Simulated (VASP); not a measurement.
# Ti2SnTe2 (I4/mmm) in VASP: relaxation of cell and atoms with PBE

Aim: the relaxation of cell and atoms of Ti2SnTe2 with PBE.

All numbers are computed with VASP 6.6.1; they aren't measurements. Logs are shortened: lines on timing, memory, paths and dates and some standing lists are left out, and cuts for length are marked.

## (1) The structure

It takes space group I4/mmm (No. 139, tetragonal). The conventional cell has a = 4.100 Å, b = 4.100 Å, c = 14.200 Å, α = 90.00°, β = 90.00°, γ = 90.00°. Ti (site symmetry -4m2) is surrounded by 4 Te at 2.67 Å and 4 Ti at 2.90 Å. Sn (site symmetry 4/mmm) is surrounded by 8 Te at 3.44 Å. Te (site symmetry 4mm) has 4 Ti at 2.67 Å as nearest neighbours.

The cell was built by a generator and needn't be a form met in nature.

## (2) Relaxation of cell and atoms, PBE

Contents of INCAR:

```
SYSTEM = Ti2SnTe2
  PREC = Normal
  ENCUT = 520
  EDIFF = 1E-4
  ISMEAR = 0
  SIGMA = 0.15
  LREAL = .FALSE.
  LASPH = .TRUE.
  NELM = 60
  ALGO = Fast
  ISIF = 3
  LWAVE = .FALSE.
  LCHARG = .FALSE.
  GGA = PE
  IBRION = 2
  NSW = 24
  EDIFFG = -0.08
```

Contents of KPOINTS:

```
Automatic mesh
0
G
  5 5 5
  0 0 0
```

Contents of POSCAR:

```
Ti2SnTe2
1.0
   -2.0500000000      2.0500000000      7.1000000000
    2.0500000000     -2.0500000000      7.1000000000
    2.0500000000      2.0500000000     -7.1000000000
Ti Sn Te
2 1 2
Direct
    0.2500000000      0.7500000000      0.5000000000
    0.7500000000      0.2500000000      0.5000000000
    0.0000000000      0.0000000000      0.0000000000
    0.6300000000      0.6300000000      0.0000000000
    0.3700000000      0.3700000000      0.0000000000
```

Potentials or basis: VASP PAW PBE potentials, release 64 (Ti_sv, Sn_d, Te).

On the command line:

```
> cat potpaw_PBE.64/Ti_sv/POTCAR potpaw_PBE.64/Sn_d/POTCAR potpaw_PBE.64/Te/POTCAR > POTCAR
> mpirun -np 1 vasp_std > vasp.out
```

OUTCAR:

```text
SYSTEM = Ti2SnTe2
   PREC = Normal
   ENCUT = 520
   EDIFF = 1E-4
   ISMEAR = 0
   LREAL = .FALSE.
   LASPH = .TRUE.
   NELM = 60
   ISIF = 3
   GGA = PE
   IBRION = 2
   NSW = 24
   EDIFFG = -0.08

 ion  position               nearest neighbor table
   1  0.250  0.750  0.500-   5 2.67   4 2.67   5 2.67   4 2.67   2 2.90   2 2.90   2 2.90   2 2.90

   2  0.750  0.250  0.500-   5 2.67   4 2.67   5 2.67   4 2.67   1 2.90   1 2.90   1 2.90   1 2.90

   3  0.000  0.000  0.000-   4 3.44   5 3.44   4 3.44   5 3.44   4 3.44   5 3.44   5 3.44   4 3.44

   4  0.630  0.630  0.000-   1 2.67   2 2.67   1 2.67   2 2.67   3 3.44   3 3.44   3 3.44   3 3.44

   5  0.370  0.370  0.000-   1 2.67   2 2.67   1 2.67   2 2.67   3 3.44   3 3.44   3 3.44   3 3.44

  LATTYP: Found a body centered tetragonal cell.
 ALAT       =     4.1000000000
 C/A-ratio  =     3.4634146341

  Lattice vectors:

 A1 = (  -2.0500000000,   2.0500000000,   7.1000000000)
 A2 = (   2.0500000000,  -2.0500000000,   7.1000000000)
 A3 = (   2.0500000000,   2.0500000000,  -7.1000000000)

Analysis of symmetry for initial positions (statically):
=====================================================================
 Subroutine PRICEL returns:
 Original cell was already a primitive cell.

 Routine SETGRP: Setting up the symmetry group for a
 body centered tetragonal supercell.

 Subroutine GETGRP returns: Found 16 space group operations
 (whereof 16 operations were pure point group operations)
 out of a pool of 16 trial point group operations.

The static configuration has the point symmetry D_4h.

Analysis of symmetry for dynamics (positions and initial velocities):
=====================================================================
 Subroutine PRICEL returns:
 Original cell was already a primitive cell.

 Routine SETGRP: Setting up the symmetry group for a
 body centered tetragonal supercell.

 Subroutine GETGRP returns: Found 16 space group operations
 (whereof 16 operations were pure point group operations)
 out of a pool of 16 trial point group operations.

The dynamic configuration has the point symmetry D_4h.

 Subroutine INISYM returns: Found 16 space group operations
 (whereof 16 operations are pure point group operations),
 and found     1 'primitive' translations

----------------------------------------------------------------------------------------

                                     Primitive cell

  volume of cell :     119.3510

  direct lattice vectors                    reciprocal lattice vectors
    -2.050000000  2.050000000  7.100000000     0.000000000  0.243902439  0.070422535
     2.050000000 -2.050000000  7.100000000     0.243902439  0.000000000  0.070422535
     2.050000000  2.050000000 -7.100000000     0.243902439  0.243902439  0.000000000

  length of vectors
     7.669093819  7.669093819  7.669093819     0.253865581  0.253865581  0.344930137

  position of ions in fractional coordinates (direct lattice)
     0.250000000  0.750000000  0.500000000
     0.750000000  0.250000000  0.500000000
     0.000000000  0.000000000  0.000000000
     0.630000000  0.630000000  0.000000000
     0.370000000  0.370000000  0.000000000

  ion indices of the primitive-cell ions
   primitive index   ion index
                 1           1
                 2           2
                 3           3
                 4           4
                 5           5

----------------------------------------------------------------------------------------

 KPOINTS: Automatic mesh

Automatic generation of k-mesh.
 Grid dimensions read from file:
 generate k-points for:    5    5    5

 Generating k-lattice:

  Cartesian coordinates                     Fractional coordinates (reciprocal lattice)
     0.000000000  0.048780488  0.014084507     0.200000000  0.000000000 -0.000000000
     0.048780488  0.000000000  0.014084507     0.000000000  0.200000000 -0.000000000
     0.048780488  0.048780488  0.000000000     0.000000000  0.000000000  0.200000000

  Length of vectors
     0.050773116  0.050773116  0.068986027

  Shift w.r.t. Gamma in fractional coordinates (k-lattice)
     0.000000000  0.000000000  0.000000000

 Subroutine IBZKPT returns following result:
 ===========================================

 Found     18 irreducible k-points:

 Following reciprocal coordinates:
            Coordinates               Weight
  0.000000  0.000000  0.000000      1.000000
  0.200000  0.000000  0.000000      8.000000
  0.400000 -0.000000  0.000000      8.000000
  0.200000  0.200000  0.000000      8.000000
  0.400000  0.200000  0.000000     16.000000
 -0.400000  0.200000 -0.000000     16.000000
[... 10 lines left out ...]
 -0.400000  0.400000  0.400000      4.000000
 -0.400000 -0.400000  0.400000      2.000000
   k-points           NKPTS =     18   k-points in BZ     NKDIM =     18   number of bands    NBANDS=     30
   number of dos      NEDOS =    301   number of ions     NIONS =      5
   total plane-waves  NPLWV = 110592
   dimension x,y,z NGX =    48 NGY =   48 NGZ =   48
   dimension x,y,z NGXF=    96 NGYF=   96 NGZF=   96
   ions per type =               2   1   2
   NGX,Y,Z   is equivalent  to a cutoff of  10.41, 10.41, 10.41 a.u.
   NGXF,Y,Z  is equivalent  to a cutoff of  20.81, 20.81, 20.81 a.u.
 SYSTEM =  Ti2SnTe2
   PREC   = normal    normal or accurate (medium, high low for compatibility)
   ISTART =      0    job   : 0-new  1-cont  2-samecut
   ICHARG =      2    charge: 1-file 2-atom 10-const
   ISPIN  =      1    spin polarized calculation?
   LNONCOLLINEAR =      F non collinear calculations
   LSORBIT =      F    spin-orbit coupling
   LASPH  =      T    aspherical Exc in radial PAW
   ENCUT  =  520.0 eV  38.22 Ry    6.18 a.u.  14.26 14.26 14.26*2*pi/ulx,y,z
   NELM   =     60;   NELMIN=  2; NELMDL= -5     # of ELM steps
   EDIFF  = 0.1E-03   stopping-criterion for ELM
   LREAL  =      F    real-space projection
   EDIFFG = -.8E-01   stopping-criterion for IOM
   NSW    =     24    number of steps for IOM
   IBRION =      2    ionic relax: 0-MD 1-quasi-New 2-CG
   NFREE  =      1    steps in history (QN), initial steepest desc. (CG)
   ISIF   =      3    stress and relaxation
   ISYM   =      2    0-nonsym 1-usesym 2-fastsym
   POTIM  = 0.5000    time-step for ionic-motion
   TEBEG  =    0.0;   TEEND  =   0.0 temperature during run
   PSTRESS=    0.0 pullay stress
   NELECT =      50.0000    total number of electrons
   NUPDOWN=      -1.0000    fix difference up-down
   EMIN   =  10.00;   EMAX   =-10.00  energy-range for DOS
   EFERMI =   0.00;   METHOD = LEGACY
   ISMEAR =     0;   SIGMA  =   0.15  broadening in eV -4-tet -1-fermi 0-gaus
   EFERMI_NEDOS =   21; number of points for ismear=-14 and -15
   IALGO  =     68    algorithm
   IMIX   =      4    mixing-type and parameters
     AMIX     =   0.40;   BMIX     =  1.00
     AMIX_MAG =   1.60;   BMIX_MAG =  1.00
  volume/ion in A,a.u.               =      23.87       161.08
  Fermi-wavevector in a.u.,A,eV,Ry     =   1.224963  2.314844 20.415994  1.500533
  Thomas-Fermi vector in A             =   2.360018
   LORBIT       =      0    0 simple, 1 ext, 2 COOP (PROOUT), +10 PAW based schemes
   GGA     = PE    functional components
   LHFCALC =     F    Hartree Fock is set to
   AEXX    =    0.0000 exact exchange contribution
   IVDW    =     0    specifies the selected vdW correction
   LEPSILON=     F    determine dielectric tensor
   LRPA    =     F    only Hartree local field effects (RPA)
 conjugate gradient relaxation of ions
 non-spin polarized calculation
 RMM-DIIS sequential band-by-band and
 Gauss-broadening in eV      SIGMA  =   0.15
  energy-cutoff  :      520.00
  volume of cell :      119.35
 maximum number of plane-waves:      3234
   NGX = 29   NGY = 29   NGZ = 29

--------------------------------------- Ionic step        1  -------------------------------------------

 number of electron      49.9999997 magnetization

 Free energy of the ion-electron system (eV)
  ---------------------------------------------------
  ext. energy  EPLUGINS =         0.00000000
  ---------------------------------------------------
  free energy    TOTEN  =       -26.33516847 eV

  energy without entropy =      -26.28625708  energy(sigma->0) =      -26.31071278

------------------------ aborting loop because EDIFF is reached ----------------------------------------

  FORCE on cell =-STRESS in cart. coord.  units (eV):
  Direction    XX          YY          ZZ          XY          YZ          ZX
  --------------------------------------------------------------------------------------
  -------------------------------------------------------------------------------------
  Total        4.6986602      4.6986602      6.0957346      0.0000000      0.0000000      0.0000000
  in kB       63.0751886     63.0751886     81.8296273      0.0000000      0.0000000      0.0000000
  external PRESSURE =      69.3266681 kB  Pullay stress =       0.0000000 kB

 VOLUME and BASIS-vectors are now :
 -----------------------------------------------------------------------------
  energy-cutoff  :      520.00
  volume of cell :      119.35
      direct lattice vectors                 reciprocal lattice vectors
    -2.050000000  2.050000000  7.100000000     0.000000000  0.243902439  0.070422535
     2.050000000 -2.050000000  7.100000000     0.243902439  0.000000000  0.070422535
     2.050000000  2.050000000 -7.100000000     0.243902439  0.243902439  0.000000000

 POSITION                                       TOTAL-FORCE (eV/Angst)
 -----------------------------------------------------------------------------------
      2.05000      0.00000      3.55000        -0.000000     -0.000000     -0.000000
      0.00000      2.05000      3.55000        -0.000000     -0.000000     -0.000000
      0.00000      0.00000      0.00000        -0.000000     -0.000000     -0.000000
      0.00000      0.00000      8.94600        -0.000000     -0.000000     -1.436054
      0.00000      0.00000      5.25400         0.000000      0.000000      1.436054
 -----------------------------------------------------------------------------------
    total drift:                                0.000000     -0.000000      0.000000

  FREE ENERGIE OF THE ION-ELECTRON SYSTEM (eV)
  ---------------------------------------------------
  free  energy   TOTEN  =       -26.3351684745 eV

  energy  without entropy=      -26.2862570771  energy(sigma->0) =      -26.31071278

--------------------------------------- Ionic step        2  -------------------------------------------

 number of electron      50.0000010 magnetization

 E-fermi :   6.8829     XC(G=0):  -9.7596

 val. band max:        6.8279064178   @ k =   0.2000   0.2000   0.0000
 cond. band min:       6.9058037517   @ k =  -0.4000   0.2000  -0.0000
 fundamental gap:      0.0778973339
 Fermi energy:         6.8829144485

 k-point     1 :       0.0000    0.0000    0.0000
  band No.  band energies     occupation
      1     -50.2373      2.00000
      2     -50.1880      2.00000
      3     -26.7009      2.00000
      4     -26.6432      2.00000
      5     -26.5030      2.00000
      6     -26.5030      2.00000
[... 761 lines left out ...]
 POSITION                                       TOTAL-FORCE (eV/Angst)
 -----------------------------------------------------------------------------------
      2.09194      0.00000      3.68502        -0.000000     -0.000000     -0.000000
      0.00000      2.09194      3.68502        -0.000000     -0.000000     -0.000000
      0.00000      0.00000     14.74006        -0.000000     -0.000000     -0.000000
      2.09194      2.09194      1.86242         0.000000      0.000000     -0.145092
      0.00000      0.00000      5.50761         0.000000      0.000000      0.145092
 -----------------------------------------------------------------------------------
    total drift:                                0.000000     -0.000000      0.000000

  FREE ENERGIE OF THE ION-ELECTRON SYSTEM (eV)
  ---------------------------------------------------
  free  energy   TOTEN  =       -26.6047072387 eV

  energy  without entropy=      -26.5449111623  energy(sigma->0) =      -26.57480920

--------------------------------------- Ionic step        7  -------------------------------------------

 number of electron      50.0000013 magnetization

 Free energy of the ion-electron system (eV)
  ---------------------------------------------------
  ext. energy  EPLUGINS =         0.00000000
  ---------------------------------------------------
  free energy    TOTEN  =       -26.62548004 eV

  energy without entropy =      -26.55615974  energy(sigma->0) =      -26.59081989

 E-fermi :   7.7671     XC(G=0): -10.1393

 val. band max:        7.7668564671   @ k =   0.2000   0.0000   0.0000
 cond. band min:       7.7899943912   @ k =  -0.2000   0.2000   0.0000
 fundamental gap:      0.0231379241
 Fermi energy:         7.7670619195

 k-point     1 :       0.0000    0.0000    0.0000
  band No.  band energies     occupation
      1     -49.1695      2.00000
      2     -49.0895      2.00000
      3     -25.6484      2.00000
      4     -25.5596      2.00000
      5     -25.4855      2.00000
      6     -25.4855      2.00000
[... 605 lines left out ...]
 POSITION                                       TOTAL-FORCE (eV/Angst)
 -----------------------------------------------------------------------------------
      2.06058      0.00000      3.73690        -0.000000     -0.000000     -0.000000
      0.00000      2.06058      3.73690        -0.000000     -0.000000      0.000000
      0.00000      0.00000     -0.00000        -0.000000     -0.000000      0.000000
      0.00000      0.00000      9.32769         0.000000      0.000000     -0.000278
      0.00000      0.00000      5.61992        -0.000000     -0.000000      0.000278
 -----------------------------------------------------------------------------------
    total drift:                                0.000000     -0.000000      0.000000

  FREE ENERGIE OF THE ION-ELECTRON SYSTEM (eV)
  ---------------------------------------------------
  free  energy   TOTEN  =       -26.6254800382 eV

  energy  without entropy=      -26.5561597377  energy(sigma->0) =      -26.59081989

 reached required accuracy - stopping structural energy minimisation
```

Run time: 6.4 min. Hardware: 1 thread of Intel Xeon 6975P-C (Granite Rapids), shared host; peak memory 0.39 GiB.

What came out:

```yaml
Free_energy: -26.6255 eV
Relaxed_volume: 25.39 Å³/atom
Relaxed_cell: a = 8.022 Å, b = 8.022 Å, c = 8.022 Å, α = 150.23°, β = 150.23°, γ = 42.60°
Space_group_after_relaxing_to_0.05_Å: I4/mmm (No. 139)
Energy_gained_by_relaxing: 58.1 meV/atom
Ionic_steps: 7
Pressure_after_relaxing: -0.2 GPa
Band_gap_on_the_k_mesh: none (metal or under the smearing width)
```

The path:
| step | energy change (eV) | largest force (eV/Å) | pressure (GPa) | volume (Å³) |
| --- | --- | --- | --- | --- |
| 1 | 0.0000 | 1.4361 | 6.93 | 119.35 |
| 2 | -0.1148 | 0.4688 | -4.45 | 138.09 |
| 3 | -0.2576 | 0.2095 | -0.03 | 129.48 |
| 4 | -0.2571 | 0.1699 | -0.65 | 129.92 |
| 5 | -0.2575 | 0.1878 | -0.56 | 129.69 |
| 6 | -0.2695 | 0.1451 | -0.57 | 129.01 |
| 7 | -0.2903 | 0.0003 | -0.20 | 126.93 |

Final structure:
```cif
data_structure
_symmetry_space_group_name_H-M 'P 1'
_symmetry_Int_Tables_number 1
_cell_length_a 8.0218
_cell_length_b 8.0218
_cell_length_c 8.0218
_cell_angle_alpha 150.231
_cell_angle_beta 150.231
_cell_angle_gamma 42.602
_cell_volume 126.93
loop_
_atom_site_label
_atom_site_type_symbol
_atom_site_fract_x
_atom_site_fract_y
_atom_site_fract_z
_atom_site_occupancy
Ti1 Ti 0.25000 0.75000 0.50000 1
Ti2 Ti 0.75000 0.25000 0.50000 1
Sn1 Sn 0.00000 0.00000 0.00000 1
Te1 Te 0.62403 0.62403 0.00000 1
Te2 Te 0.37597 0.37597 0.00000 1
```

Caveat: the k mesh is coarse (spacing up to 0.43 Å⁻¹), so the values aren't converged; the relaxation stopped at a loose force limit of 0.08 eV/Å, so its end isn't a converged minimum. The run has no spin-orbit coupling, so splittings on Te are missing.
